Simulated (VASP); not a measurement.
Input:

```
SnS
1.0
    0.00000     2.87119     2.87119
    2.87119     0.00000     2.87119
    2.87119     2.87119     0.00000
Sn S
1 1
Direct
  0.50000   0.50000   0.50000
  0.00000   0.00000   0.00000
```

Level of theory: PBEsol GGA, VASP's PBE PAW potentials (set 64) (plane waves; VASP 6.6.1). Numerical set-up: 400 eV cut-off, 9×9×9 Γ-centred mesh, tetrahedra with Blöchl corrections, potentials Sn_d S.

### Question
Estimate the energy per atom (σ→0).

### Answer

The energy per atom (σ→0) is -4.757 eV/atom.

The structure comes from a computed database's SnS entry (Fm-3m); how it stands against other phases isn't given here. It was relaxed first.
